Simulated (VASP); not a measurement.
The input files of a VASP run:

File POSCAR:
```
PbTe
1
    0.0000000000     3.2946000000     3.2946000000
    3.2946000000     0.0000000000     3.2946000000
    3.2946000000     3.2946000000     0.0000000000
Te Pb
1 1
Direct
  0.5000000000   0.5000000000   0.5000000000
  0.0000000000   0.0000000000   0.0000000000
```

INCAR:
```
SYSTEM = PbTe
PREC = Accurate
ENCUT = 400
EDIFF = 1E-6
NELM = 100
ALGO = Normal
LREAL = .FALSE.
LASPH = .TRUE.
ISMEAR = 0
SIGMA = 0.05
GGA = PE
LMAXMIX = 4
LWAVE = .FALSE.
LCHARG = .FALSE.
ISIF = 2
NBANDS = 8
```

KPOINTS:
```
Automatic mesh
0
Gamma
5 5 5
0 0 0
```

POTCAR, in this order: Te Pb_d (PBE.64 set). Program: vasp_std.

### Question
What happens when VASP runs on this input?

### Answer
There is a fault: NBANDS is too small to hold all electrons. VASP stops with an error: The number of bands is not sufficient to hold all electrons. I am sorry, but this calculation does not make sense. If you want to calculate only selected states, you need to set either EFERMI or EREF. EREF specifies around which energy states are supposed to be calculated. I found NBANDS = 8, NELECT = 20. ----> I REFUSE TO CONTINUE WITH THIS SICK JOB ... BYE!!! <----

**standard output**
```
 POSCAR found type information on POSCAR TePb
 POSCAR found :  2 types and       2 ions
 Reading from existing POTCAR
 Reading from existing POTCAR
 LDA part: xc-table for (Slater+PW92), standard interpolation

 -----------------------------------------------------------------------------
|                                                                             |
|     EEEEEEE  RRRRRR   RRRRRR   OOOOOOO  RRRRRR      ###     ###     ###     |
|     E        R     R  R     R  O     O  R     R     ###     ###     ###     |
|     E        R     R  R     R  O     O  R     R     ###     ###     ###     |
|     EEEEE    RRRRRR   RRRRRR   O     O  RRRRRR       #       #       #      |
|     E        R   R    R   R    O     O  R   R                               |
|     E        R    R   R    R   O     O  R    R      ###     ###     ###     |
|     EEEEEEE  R     R  R     R  OOOOOOO  R     R     ###     ###     ###     |
|                                                                             |
|     The number of bands is not sufficient to hold all electrons. I am       |
|     sorry, but this calculation does not make sense. If you want to         |
|     calculate only selected states, you need to set either EFERMI or        |
|     EREF. EREF specifies around which energy states are supposed to be      |
|     calculated.                                                             |
|     I found NBANDS = 8, NELECT = 20.                                        |
|                                                                             |
|       ---->  I REFUSE TO CONTINUE WITH THIS SICK JOB ... BYE!!! <----       |
|                                                                             |
 -----------------------------------------------------------------------------
```

To mend it, remove NBANDS.

The mended run (PBE GGA, plane waves, VASP's PBE PAW potentials (set 64)) converges, and its OSZICAR ends with
```
   1 F= -.75237058E+01 E0= -.75237058E+01  d E =-.112203E-10
```

The compound is PbTe in the rock salt structure. The cell was not relaxed at this level.
